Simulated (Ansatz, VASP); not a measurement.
Ba4HfTi3O12 (a cell with a defect) in VASP and in Ansatz

File POSCAR:

```
Ba4HfTi3O12
1.0
   -4.0060000000      4.0060000000      4.0060000000
    4.0060000000     -4.0060000000      4.0060000000
    4.0060000000      4.0060000000     -4.0060000000
Ba Hf Ti O
4 1 3 12
Direct
    0.5000000000      0.5000000000      0.5000000000
    0.0000000000      0.0000000000      0.5000000000
    0.0000000000      0.5000000000      0.0000000000
    0.5000000000      0.0000000000      0.0000000000
    0.0000000000      0.0000000000      0.0000000000
    0.5000000000      0.5000000000      0.0000000000
    0.5000000000      0.0000000000      0.5000000000
    0.0000000000      0.5000000000      0.5000000000
    0.0000000000      0.2573453081      0.2573453081
    0.5000000000      0.7500000000      0.2500000000
    0.5000000000      0.2500000000      0.7500000000
    0.0000000000      0.7426546919      0.7426546919
    0.2573453081      0.0000000000      0.2573453081
    0.7500000000      0.5000000000      0.2500000000
    0.7426546919      0.0000000000      0.7426546919
    0.2500000000      0.5000000000      0.7500000000
    0.2573453081      0.2573453081      0.0000000000
    0.7426546919      0.7426546919      0.0000000000
    0.7500000000      0.2500000000      0.5000000000
    0.2500000000      0.7500000000      0.5000000000
```

INCAR.step1

```
SYSTEM = Ba4HfTi3O12
PREC     = Accurate       ! precision mode
ENCUT    = 520            ! plane-wave cutoff, eV
ISMEAR   = -1             ! smearing method
SIGMA    = 0.01           ! smearing width, eV
LREAL    = Auto         
LASPH    = .True.         ! aspherical terms in the spheres
NELM     = 100            ! most SCF steps
NBANDS   = 95             ! bands
GGA      = PE             ! functional
ALGO     = Normal         ! electronic algorithm
EDIFF    = 1E-4           ! SCF threshold, eV
LWAVE    = .True.         ! write WAVECAR
LCHARG   = .False.        ! write CHGCAR
```

File INCAR.step2:

```
SYSTEM = Ba4HfTi3O12
PREC     = Accurate       ! precision mode
ENCUT    = 520            ! plane-wave cutoff, eV
EDIFF    = 1E-8           ! SCF threshold, eV
ISMEAR   = -1             ! smearing method
SIGMA    = 0.01           ! smearing width, eV
LREAL    = Auto         
LASPH    = .True.         ! aspherical terms in the spheres
NELM     = 100            ! most SCF steps
ALGO     = Normal         ! electronic algorithm
ISIF     = 2              ! what is computed and relaxed
LWAVE    = .False.        ! write WAVECAR
LCHARG   = .False.        ! write CHGCAR
METAGGA  = R2SCAN         ! meta-GGA
LMIXTAU  = .True.       
LEFG     = .True.       
NBANDS   = 95             ! bands
ISTART   = 1
```

KPOINTS

```
Automatic mesh
0
Gamma
  3 3 3
  0 0 0
```

Input for Ansatz:

```yaml
crystal:
  lattice:
    - [-4.006, 4.006, 4.006]
    - [4.006, -4.006, 4.006]
    - [4.006, 4.006, -4.006]
  atoms:
    - { symbol: Ba, position: [0.5, 0.5, 0.5] }
    - { symbol: Ba, position: [0.0, 0.0, 0.5] }
    - { symbol: Ba, position: [0.0, 0.5, 0.0] }
    - { symbol: Ba, position: [0.5, 0.0, 0.0] }
    - { symbol: Hf, position: [0.0, 0.0, 0.0] }
    - { symbol: Ti, position: [0.5, 0.5, 0.0] }
    - { symbol: Ti, position: [0.5, 0.0, 0.5] }
    - { symbol: Ti, position: [0.0, 0.5, 0.5] }
    - { symbol: O, position: [0.0, 0.2573453081, 0.2573453081] }
    - { symbol: O, position: [0.5, 0.75, 0.25] }
    - { symbol: O, position: [0.5, 0.25, 0.75] }
    - { symbol: O, position: [0.0, 0.7426546919, 0.7426546919] }
    - { symbol: O, position: [0.2573453081, 0.0, 0.2573453081] }
    - { symbol: O, position: [0.75, 0.5, 0.25] }
    - { symbol: O, position: [0.7426546919, 0.0, 0.7426546919] }
    - { symbol: O, position: [0.25, 0.5, 0.75] }
    - { symbol: O, position: [0.2573453081, 0.2573453081, 0.0] }
    - { symbol: O, position: [0.7426546919, 0.7426546919, 0.0] }
    - { symbol: O, position: [0.75, 0.25, 0.5] }
    - { symbol: O, position: [0.25, 0.75, 0.5] }
kpoints:
  mp_grid: { grid: [3, 3, 3] }
scf:
  occupations: { method: fermi_dirac, width: 0.01 }
hamiltonian:
  xc: r2scan
  pseudopotentials: { kind: paw }
output:
  forces: true
  stress: true
  populations: true
  efg:
    quadrupole_moments_barn: { Ba: 0.236, Hf: 3.365, Ti: 0.247, O: -0.02558 }
    contact_densities: true
```

Alike in both runs: task electric field gradients; functional r2SCAN; k mesh 3 × 3 × 3; occupations fermi-dirac, width 0.01 eV; no spin polarisation.

|  | VASP | Ansatz |
| --- | --- | --- |
| version | VASP 6.6.1 | Ansatz 0.2.0 |
| potentials or method | VASP PAW PBE potentials, release 64 (Ba_sv, Hf_pv, Ti_sv, O) | plane-wave PAW, scalar-relativistic |
| plane-wave cutoff (eV) | 520 | 500 |
| valence electrons in the cell | 158 | 174 |

|  | VASP | Ansatz | Ansatz less VASP |
| --- | --- | --- | --- |
| gap on the k mesh at the Fermi level (eV) | 2.52 | 2.55 | +0.023 |
| pressure (GPa) | 6.2 | 4.8 | -1.43 |
| rms of the force components (eV/Å) | 0.079 | 0.007 | -0.0717 |
| Vzz of the field gradient on the site that differs most (V/Å²) | 7.8 | 9.0 | +1.17 |

Atom by atom the forces differ by 0.072 eV/Å (rms over components). The two sets of potentials don't hold the same shells in valence. Ansatz warned: «gradients_without_spin_orbit».

Caveats: the PAW data sets were made with another functional, which shifts forces and pressure a little (VASP); spin-orbit coupling is left out, which moves the levels of the heavy elements. r2SCAN opens gaps a little over a GGA but as a rule still falls short of measured ones.
